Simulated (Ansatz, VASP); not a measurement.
# RbGeH3: VASP beside Ansatz, part 2 of 2

Wanted: the spread between two codes on one cell, functional and k mesh. The cell is generated by rule, not measured, and may not be a known phase. The cell is taken from a series of runs on this material, whose earlier steps may have relaxed, scaled, displaced or heated it; both programs get it as it stands.

VASP 6.6.1 and Ansatz 0.2.0.

So far: Starting point; VASP: zone-centre phonons, PBEsol.

## Step 2: VASP: zone-centre phonons, PBEsol (continued)

Level of this step: PBEsol; plane waves and PAW (Rb_sv, Ge_d, H); invented cell (VASP).

Numbers of over 12 decimals in the logs are rounded to 6 here.

From OUTCAR (step 2):

```text
ion  position               nearest neighbor table
   1  0.000  0.000  0.000-   3 2.87   4 2.87   5 2.87   4 2.87   5 2.87   3 2.87   5 2.87   5 2.87
                             3 2.87   4 2.87   4 2.87   3 2.87   2 3.51   2 3.51   2 3.51   2 3.51
   2  0.500  0.500  0.500-   1 3.51   1 3.51   1 3.51   1 3.51   1 3.51   1 3.51   1 3.51   1 3.51

  LATTYP: Found a simple cubic cell.
 ALAT       =     4.0529361360

 Subroutine GETGRP returns: Found 48 space group operations
 (whereof 48 operations were pure point group operations)

The static configuration has the point symmetry O_h .

 Found     84 irreducible k-points:

   k-points           NKPTS =     84   k-points in BZ     NKDIM =     84   number of bands    NBANDS=     19

   dimension x,y,z NGX =    30 NGY =   30 NGZ =   30
   dimension x,y,z NGXF=    60 NGYF=   60 NGZF=   60

   ENCUT  =  500.0 eV  36.75 Ry    6.06 a.u.   7.39  7.39  7.39*2*pi/ulx,y,z

   NELECT =      26.0000    total number of electrons

 k-points in reciprocal lattice and weights: Automatic mesh
   0.00000000  0.00000000  0.00000000       0.001
   0.08333333  0.00000000  0.00000000       0.003
   0.16666667  0.00000000  0.00000000       0.003
   0.25000000  0.00000000  0.00000000       0.003
   0.33333333  0.00000000  0.00000000       0.003
   0.41666667  0.00000000  0.00000000       0.003
   0.50000000  0.00000000  0.00000000       0.002
   0.08333333  0.08333333  0.00000000       0.007
   0.16666667  0.08333333  0.00000000       0.014
[...]
0.50000000  0.41666667  0.33333333       0.014
[...]
POSITION                                       TOTAL-FORCE (eV/Angst)
 -----------------------------------------------------------------------------------
      0.00000      0.00000      0.00000         0.000000      0.000000      0.000000
      2.02647      2.02647      2.02647         0.000000      0.000000      0.000000
      2.02647      2.02647      0.00000         0.000000      0.000000      0.000000
      2.02647      0.00000      2.02647         0.000000      0.000000      0.000000
      0.00000      2.02647      2.02647         0.000000      0.000000      0.000000
 -----------------------------------------------------------------------------------
    total drift:                                0.000000      0.000000      0.000000

 Eigenvectors and eigenvalues of the dynamical matrix
 ----------------------------------------------------

   1 f  =   23.040602 THz   144.768374 2PiTHz  768.551766 cm-1    95.288232 meV
             X         Y         Z           dx          dy          dz
      0.000000  0.000000  0.000000     0.007875    0.039253   -0.001060
      2.026468  2.026468  2.026468     0.023543    0.117353   -0.003170
      2.026468  2.026468  0.000000    -0.137925   -0.687496    0.000122
      2.026468  0.000000  2.026468    -0.137925   -0.004529    0.018569
      0.000000  2.026468  2.026468    -0.000909   -0.687496    0.018569

   2 f  =   23.040602 THz   144.768374 2PiTHz  768.551766 cm-1    95.288232 meV
             X         Y         Z           dx          dy          dz
      0.000000  0.000000  0.000000     0.039267   -0.007868    0.000359
      2.026468  2.026468  2.026468     0.117395   -0.023523    0.001074
      2.026468  2.026468  0.000000    -0.687742    0.137805   -0.000041
      2.026468  0.000000  2.026468    -0.687742    0.000908   -0.006292
      0.000000  2.026468  2.026468    -0.004531    0.137805   -0.006292

   3 f  =   23.040602 THz   144.768374 2PiTHz  768.551766 cm-1    95.288232 meV
             X         Y         Z           dx          dy          dz
      0.000000  0.000000  0.000000    -0.000144    0.001110    0.040033
      2.026468  2.026468  2.026468    -0.000430    0.003319    0.119687
      2.026468  2.026468  0.000000     0.002519   -0.019443   -0.004619
      2.026468  0.000000  2.026468     0.002519   -0.000128   -0.701167
      0.000000  2.026468  2.026468     0.000017   -0.019443   -0.701167

   4 f  =   22.918611 THz   144.001877 2PiTHz  764.482558 cm-1    94.783714 meV
             X         Y         Z           dx          dy          dz
      0.000000  0.000000  0.000000    -0.000000   -0.000000    0.000000
      2.026468  2.026468  2.026468    -0.000000   -0.000000    0.000000
      2.026468  2.026468  0.000000     0.452949    0.163221   -0.000000
      2.026468  0.000000  2.026468    -0.452949    0.000000   -0.517877
      0.000000  2.026468  2.026468     0.000000   -0.163221    0.517877

   5 f  =   22.918611 THz   144.001877 2PiTHz  764.482558 cm-1    94.783714 meV
             X         Y         Z           dx          dy          dz
      0.000000  0.000000  0.000000     0.000000    0.000000    0.000000
      2.026468  2.026468  2.026468     0.000000    0.000000    0.000000
      2.026468  2.026468  0.000000    -0.538787    0.051367   -0.000000
      2.026468  0.000000  2.026468     0.538787   -0.000000   -0.455049
      0.000000  2.026468  2.026468    -0.000000   -0.051367    0.455049

   6 f  =   22.918611 THz   144.001877 2PiTHz  764.482558 cm-1    94.783714 meV
             X         Y         Z           dx          dy          dz
      0.000000  0.000000  0.000000     0.000000   -0.000000    0.000000
      2.026468  2.026468  2.026468     0.000000   -0.000000    0.000000
      2.026468  2.026468  0.000000     0.067418   -0.686091   -0.000000
      2.026468  0.000000  2.026468    -0.067418    0.000000   -0.157271
      0.000000  2.026468  2.026468    -0.000000    0.686091    0.157271

   7 f  =    3.527514 THz    22.164024 2PiTHz  117.665201 cm-1    14.588619 meV
             X         Y         Z           dx          dy          dz
      0.000000  0.000000  0.000000    -0.691758    0.000459   -0.000291
      2.026468  2.026468  2.026468     0.717164   -0.000476    0.000301
      2.026468  2.026468  0.000000     0.041259   -0.000027    0.000026
      2.026468  0.000000  2.026468     0.041259   -0.000041    0.000017
      0.000000  2.026468  2.026468     0.061168   -0.000027    0.000017

   8 f  =    3.527514 THz    22.164024 2PiTHz  117.665201 cm-1    14.588619 meV
             X         Y         Z           dx          dy          dz
      0.000000  0.000000  0.000000     0.000462    0.691706   -0.008473
      2.026468  2.026468  2.026468    -0.000479   -0.717110    0.008784
      2.026468  2.026468  0.000000    -0.000028   -0.041256    0.000749
      2.026468  0.000000  2.026468    -0.000028   -0.061164    0.000505
      0.000000  2.026468  2.026468    -0.000041   -0.041256    0.000505

   9 f  =    3.527514 THz    22.164024 2PiTHz  117.665201 cm-1    14.588619 meV
             X         Y         Z           dx          dy          dz
      0.000000  0.000000  0.000000     0.000285   -0.008473   -0.691706
      2.026468  2.026468  2.026468    -0.000296    0.008785    0.717110
      2.026468  2.026468  0.000000    -0.000017    0.000505    0.061164
      2.026468  0.000000  2.026468    -0.000017    0.000749    0.041256
      0.000000  2.026468  2.026468    -0.000025    0.000505    0.041256

  10 f/i=    0.048527 THz     0.304903 2PiTHz    1.618679 cm-1     0.200691 meV
             X         Y         Z           dx          dy          dz
      0.000000  0.000000  0.000000     0.209222    0.689773    0.008968
      2.026468  2.026468  2.026468     0.197222    0.650210    0.008453
      2.026468  2.026468  0.000000     0.022729    0.074934    0.000991
      2.026468  0.000000  2.026468     0.022729    0.076263    0.000974
      0.000000  2.026468  2.026468     0.023132    0.074934    0.000974

  11 f/i=    0.048527 THz     0.304903 2PiTHz    1.618679 cm-1     0.200691 meV
             X         Y         Z           dx          dy          dz
      0.000000  0.000000  0.000000     0.689826   -0.209238   -0.000014
      2.026468  2.026468  2.026468     0.650261   -0.197237   -0.000013
      2.026468  2.026468  0.000000     0.074940   -0.022731   -0.000002
      2.026468  0.000000  2.026468     0.074940   -0.023134   -0.000002
      0.000000  2.026468  2.026468     0.076269   -0.022731   -0.000002

  12 f/i=    0.048527 THz     0.304903 2PiTHz    1.618679 cm-1     0.200691 meV
             X         Y         Z           dx          dy          dz
      0.000000  0.000000  0.000000     0.002590    0.008585   -0.720805
      2.026468  2.026468  2.026468     0.002441    0.008093   -0.679463
      2.026468  2.026468  0.000000     0.000281    0.000933   -0.079694
      2.026468  0.000000  2.026468     0.000281    0.000949   -0.078306
      0.000000  2.026468  2.026468     0.000286    0.000933   -0.078306

  13 f/i=   47.036993 THz   295.542145 2PiTHz 1568.985211 cm-1   194.529286 meV
             X         Y         Z           dx          dy          dz
      0.000000  0.000000  0.000000    -0.000000    0.000000    0.015030
      2.026468  2.026468  2.026468    -0.000000   -0.000000    0.097969
      2.026468  2.026468  0.000000    -0.000000   -0.000000   -0.994930
      2.026468  0.000000  2.026468    -0.000000    0.000000    0.012068
      0.000000  2.026468  2.026468     0.000000   -0.000000    0.012068

  14 f/i=   47.036993 THz   295.542145 2PiTHz 1568.985211 cm-1   194.529286 meV
             X         Y         Z           dx          dy          dz
      0.000000  0.000000  0.000000    -0.015021   -0.000531    0.000000
      2.026468  2.026468  2.026468    -0.097908   -0.003458    0.000000
      2.026468  2.026468  0.000000    -0.012060   -0.000426    0.000000
      2.026468  0.000000  2.026468    -0.012060    0.035119    0.000000
      0.000000  2.026468  2.026468     0.994310   -0.000426   -0.000000

  15 f/i=   47.036993 THz   295.542145 2PiTHz 1568.985211 cm-1   194.529286 meV
             X         Y         Z           dx          dy          dz
      0.000000  0.000000  0.000000     0.000531   -0.015021   -0.000000
      2.026468  2.026468  2.026468     0.003458   -0.097908    0.000000
      2.026468  2.026468  0.000000     0.000426   -0.012060    0.000000
      2.026468  0.000000  2.026468     0.000426    0.994310    0.000000
      0.000000  2.026468  2.026468    -0.035119   -0.012060    0.000000

 ELASTIC MODULI CONTR FROM IONIC RELAXATION (kBar)
 Direction    XX          YY          ZZ          XY          YZ          ZX
 --------------------------------------------------------------------------------
 XX           0.0000      0.0000      0.0000      0.0000      0.0000      0.0000
 YY           0.0000      0.0000      0.0000      0.0000      0.0000      0.0000
 ZZ           0.0000      0.0000      0.0000      0.0000      0.0000      0.0000
 XY           0.0000      0.0000      0.0000      0.0000      0.0000      0.0000
 YZ           0.0000      0.0000      0.0000      0.0000      0.0000      0.0000
 ZX           0.0000      0.0000      0.0000      0.0000      0.0000      0.0000
 --------------------------------------------------------------------------------
```

## Step 3: Ansatz: zone-centre phonons, PBEsol

Ansatz runs on its PAW soft_1 files.

The same cell, functional, mesh and smearing now go to Ansatz, which takes its cutoff from its data sets.

input.yaml

```yaml
crystal:
  lattice:
    - [4.052936136, 0.0, 0.0]
    - [0.0, 4.052936136, 0.0]
    - [0.0, 0.0, 4.052936136]
  atoms:
    - { symbol: Rb, position: [0.0, 0.0, 0.0] }
    - { symbol: Ge, position: [0.5, 0.5, 0.5] }
    - { symbol: H, position: [0.5, 0.5, 0.0] }
    - { symbol: H, position: [0.5, 0.0, 0.5] }
    - { symbol: H, position: [0.0, 0.5, 0.5] }
kpoints:
  mp_grid: { grid: [12, 12, 12] }
hamiltonian:
  xc: pbesol
  pseudopotentials: { kind: paw, azcp: { folder: soft_1 }, xc_functional: pbe }
scf:
  occupations: { method: methfessel_paxton, width: 0.2 }
output:
  eigenvalues: true
phonons:
  method: dfpt
```

On the command line:

```
$ ansatz run input.yaml --threads 4 --pin off --max-ram 16384MiB --backend cpu --events-out ev --progress --plain --runs-dir out
```

What it wrote:

```text
zone centre: on kpoints.mp_grid the ground state, and the responses unless they are solved on pairs of k-points, stand on 343 of the mesh's 1728 k-points, reduced under 8 symmetry operations, with k and −k counted as one. Each operation leaves every solved displacement unchanged or reverses it
Engine: ansatz 0.2.0, aarch64-unknown-linux-gnu
Pseudopotentials: kind: paw
Pseudopotential: Rb, paw, valence charge 9, recommended cutoff 420 eV (normal), soft_1/Rb.paw.azcp
Pseudopotential: Ge, paw, valence charge 14, recommended cutoff 420 eV (normal), soft_1/Ge.paw.azcp
Pseudopotential: H, paw, valence charge 1, recommended cutoff 420 eV (normal), soft_1/H.paw.azcp
Functional definition: PBEsol
  exchange = pbesol_x
  correlation = pbesol_c
Crystal: 5 atoms, lattice volume = 66.575 Å³
Basis set: ecut = 420 eV, 1309 PW (Γ), exchange–correlation on 60×60×60 points (8 copies of the dense FFT grid, shifted against one another)
Bands: 18, of which v1, the nominal top of the filled ones, is band 13 counted from 1 (12 counted from 0)
Symmetry: 48 space group operations
k-points: 343 of 1728 (irreducible under 8 space group operations)
Non-local potential: Rb, projectors of the file, l = 0: 3, l = 1: 2, l = 2: 2
Non-local potential: Ge, projectors of the file, l = 0: 2, l = 1: 2, l = 2: 3, l = 3: 1
Non-local potential: H, projectors of the file, l = 0: 2, l = 1: 1
PAW form: soft (Blöchl's): semilocal exchange-correlation on the pseudo side does not see the compensation charge
PAW frozen core: Rb, regenerated for the run's functional, and the local potential with it (the file was generated under x = pbe(κ = 0.804, μ = 0.219515), c = pbe(β = 0.066725))
PAW frozen core: Ge, regenerated for the run's functional, and the local potential with it (the file was generated under x = pbe(κ = 0.804, μ = 0.219515), c = pbe(β = 0.066725))
PAW one-centre angular grid: Rb, 110 points (default); XC on 64 Gauss nodes
PAW one-centre angular grid: Ge, 590 points (default); XC on 64 Gauss nodes
PAW one-centre angular grid: H, 110 points (default); XC on 64 Gauss nodes
Initial density: superposition of atomic densities (chi_scale 0.1, normalization cell, long waves kept (reshape's long-wave potential 0.00 eV rms))
Initial wavefunctions: pseudopotential atomic-orbital guess
Functional: x = pbesol(κ = 0.804, μ = 0.123457), c = pbesol(β = 0.046)
SCF iter   1: F=—  HF=-7518.000658 eV  |F-HF|=—  |Δ(HF+E_count)|=         —  Δρ=5.42e-2  dr2=2.21e0  ethr=3.10e-3  ⟨swp⟩=5.0  Hψ=31289  notcnv=0
preconditioner: auto → Kerker (q_TF=auto, 2.333 Å⁻¹)  [metal: Δε(μ)=0.027 eV  Ē_g=17.186 eV  σ=0.200 eV  W_gap=0.12  n_scr=18 (ndim 8)  ℏωp=22.3 eV  f_vac=0.000  D(μ)=0.58/eV (n_scr^D=0)]
SCF iter   2: F=—  HF=-7517.339193 eV  |F-HF|=—  |Δ(HF+E_count)|=   6.61e-1  S|Δr|=    0.00e0  Δρ=2.61e-2  dr2=5.88e-1  ethr=3.10e-3  ⟨swp⟩=2.0  Hψ=14578  notcnv=0  defer=170
SCF iter   3: F=—  HF=-7517.131566 eV  |F-HF|=—  |Δ(HF+E_count)|=   2.08e-1  S|Δr|=    0.00e0  Δρ=7.55e-3  dr2=4.27e-2  ethr=2.26e-3  ⟨swp⟩=2.0  Hψ=11665  notcnv=0  defer=170
SCF iter   4: F=—  HF=-7517.110222 eV  |F-HF|=—  |Δ(HF+E_count)|=   2.13e-2  S|Δr|=    0.00e0  Δρ=3.39e-3  dr2=3.70e-3  ethr=1.64e-4  ⟨swp⟩=2.0  Hψ=12215  notcnv=0  defer=170
SCF iter   5: F=—  HF=-7517.113355 eV  |F-HF|=—  |Δ(HF+E_count)|=   3.13e-3  S|Δr|=    0.00e0  Δρ=5.80e-4  dr2=1.95e-4  ethr=1.42e-5  ⟨swp⟩=2.1  Hψ=9840  notcnv=0  defer=170
SCF iter   6: F=—  HF=-7517.113407 eV  |F-HF|=—  |Δ(HF+E_count)|=   5.20e-5  S|Δr|=    0.00e0  Δρ=1.30e-4  dr2=1.32e-5  ethr=7.49e-7  ⟨swp⟩=2.1  Hψ=8254  notcnv=0  defer=170
SCF iter   7: F=—  HF=-7517.113418 eV  |F-HF|=—  |Δ(HF+E_count)|=   1.05e-5  S|Δr|=    0.00e0  Δρ=4.60e-5  dr2=1.49e-6  ethr=5.07e-8  ⟨swp⟩=3.0  Hψ=10513  notcnv=0  defer=170
SCF iter   8: F=—  HF=-7517.113417 eV  |F-HF|=—  |Δ(HF+E_count)|=   7.02e-7  S|Δr|=    0.00e0  Δρ=5.82e-6  dr2=2.81e-8  ethr=5.72e-9  ⟨swp⟩=2.0  Hψ=10260  notcnv=0  defer=170
SCF iter   9: F=—  HF=-7517.113417 eV  |F-HF|=—  |Δ(HF+E_count)|=   5.90e-9  S|Δr|=    0.00e0  Δρ=1.41e-6  dr2=3.08e-9  ethr=1.08e-10  ⟨swp⟩=2.9  Hψ=10634  notcnv=0  defer=170
SCF iter  10: F=—  HF=-7517.113417 eV  |F-HF|=—  |Δ(HF+E_count)|=  5.78e-10  S|Δr|=    0.00e0  Δρ=4.83e-7  dr2=3.95e-10  ethr=1.18e-11  ⟨swp⟩=3.0  Hψ=10194  notcnv=0  defer=170
SCF iter  11: F=-7517.113417 eV  HF=-7517.113417 eV  |F-HF|=8.19e-12  |Δ(HF+E_count)|=  3.64e-11  S|Δr|=    0.00e0  Δρ=1.07e-7  dr2=8.31e-12  ethr=1.00e-12  ⟨swp⟩=8.0  Hψ=37213  notcnv=0
SCF 1 converged in 11 iterations: F = -7517.113417 eV  dr2 = 8.31e-12
  greatest PAW one-centre occupation: 0.998 electrons in one spin orbital (limit 2), on the Ge atom at site 1 (counted from 0), in its partial waves of l = 2
DFPT response loops at Γ: preconditioner auto → Kerker (q_TF=auto, 2.333 Å⁻¹) (partly filled bands, converged f_vac=0.000); β = 1.00, the filter's whole step (`scf.mixing.beta` (0.50) is not read by the response loops under this deck's `scf.mixing.preconditioner`; to damp them name `kerker` or `kerker_dos`, under which they read `scf.mixing.beta`, and type it under 1.00, their step now; both keys bind the ground state too); Broyden in place of MSR1
SCF converged after 11 iterations
Stability not checked: this state was not tested for a lower state beside it, because cold or Methfessel-Paxton smearing, or corrected tetrahedra, fill the levels in a way that the test cannot read (fill_not_monotonic; see scf.lower_state_search)
Free energy (F): -7517.113417 eV
Harris-Foulkes:  -7517.113417 eV  (|F-HF|=8.19e-12)
Internal energy: -7517.113080 eV  (E = F + TS)
E sigma→0 (E₀):  -7517.113333 eV
Entropy (-TS):   -0.000337 eV (-0.067 meV/atom)
Fermi energy:    7.040430 eV
Step filling:    the computed levels leave a gap of 0.0000 eV = 0.0 smearing widths at the electron count; against every level under it full and every level over it empty, smearing changes F+E_penalty+E_count by +0.028 meV and its σ→0 estimate by +0.112 meV
--- Per-component energies (eV) ---
  E_band       = -230.980437
  E_kinetic    = 311.998299
  E_local      = -2859.147309  (includes V_loc(G=0)·N_el)
  E_nonlocal   = 407.048606
  E_hartree    = 1232.905352
  E_xc         = -220.753139
  E_vxc        = -228.701574  (∫ρ·V_xc dr)
  E_paw        = -4543.515918  (= ΣΔE_a)
  E_vpaw       = -327.986742  (= ΣTr[D̂ρ^β])
  E_aug_tail   = -0.002407  (compensation charges beyond the density's cutoff)
  E_ewald      = -1846.688174
  E_core_change = 1.041609  (= ΣΔE_core)
  E_smearing   = -0.000337  (= −TS)
  E_closure    = 0.000000  (closes the sum)
  Σ components = -7517.113417   (vs F -7517.113417, Δ=0.00e0)
--- Band table (eV; the first three rows and the last of 343) ---
  k-point 0: bands = [... 9 lower, -3.7395, 4.2064, 4.2064, 7.2680, 7.2680, 7.2680, 9.0327, 12.8926, ... 1 higher]
  k-point 1: bands = [... 9 lower, -3.5759, 3.9444, 4.2343, 7.2078, 7.2516, 7.2516, 9.5353, 12.6317, ... 1 higher]
  k-point 2: bands = [... 9 lower, -3.2384, 3.2892, 4.3142, 7.2053, 7.2053, 7.2873, 10.6201, 12.0360, ... 1 higher]
  k-point 342: bands = [... 9 lower, -0.6855, 1.3065, 1.3065, 1.3065, 11.4579, 11.4579, 11.4579, 15.4702, ... 1 higher]
--- Phonons (Γ-DFPT): 4 representative perturbations + reference, on 343 of 1728 k-points (Σ response iterations 13) ---
  k mesh reduced under 8 symmetry operations, with k and −k counted as one. Each operation leaves every solved displacement unchanged or reverses it
  ASR residual: 1.174e-4 → 0.000e0 eV/Å²; symmetrization residual: 8.578e-7 eV/Å²
  ASR residual per site (eV/Å²): 1.17e-4 8.10e-6 8.43e-6 8.43e-6 8.43e-6
  Γ frequencies (cm⁻¹): -1575.62 -1575.62 -1575.62 0.00 0.00 0.00 118.18 118.18 118.18 759.71 759.71 759.71 763.88 763.88 763.88
  non-analytic LO–TO correction: not included (Born effective charges unavailable; polar crystals: no LO–TO splitting at Γ)
```

In the SCF lines HF is the Harris–Foulkes energy and dr2 the Hartree energy of the density residual, in eV; the loop may stop once dr2 is under the threshold and the program's other checks hold. Hψ counts applications of the Hamiltonian.

## Step 4: Differences

Known differences besides the potentials themselves: the cutoff is 420 eV in Ansatz and 500 eV in VASP; Ansatz makes its cores anew for this functional, VASP keeps those of its PBE data sets. Total energies have different zeros and are not compared.

The two programs side by side:

```tsv
quantity	Ansatz	VASP	difference
optical mode 1 to 3 (imaginary, printed as negative) (cm⁻¹)	-1575.6	-1569.0	-6.6
optical mode 4 to 6 (cm⁻¹)	118.2	117.7	+0.44 %
optical mode 7 to 9 (cm⁻¹)	759.7	764.5	-0.62 %
optical mode 10 to 12 (cm⁻¹)	763.9	768.6	-0.61 %
```

Modes are paired by rising frequency, not by their patterns, so a pair may set unlike modes beside each other; they are those without the splitting of longitudinal modes.

## Step 5: Summary of results

| Item | Value |
| --- | --- |
| r.m.s. difference of the optical zone-centre modes, each program's sorted by frequency (zone-centre phonons, PBEsol) | 4.7 cm⁻¹ |
| difference in optical mode 7 to 9 (zone-centre phonons, PBEsol) | -0.6 % |

The r.m.s. difference of the optical zone-centre modes, each program's sorted by frequency is 4.7 cm⁻¹ (zone-centre phonons, PBEsol). Among the rows given in per cent, the largest difference of the zone-centre phonons, PBEsol pair is in optical mode 7 to 9, -0.6 %. How closely two codes agree says nothing of how well the functional describes the real material.

[Lines on the potential files, build, host, timing and source positions are cut from VASP's logs without a mark.]

[Logs are printed without paths, hosts, clocks, repeated set-up lines and the standing remarks that a program may print on its own settings, such as how far it seeks lower states.]

[Hosts, paths, dates, database ids (printed as entryN), source tags and the programs' standing remarks are cut or masked in the printed files.]
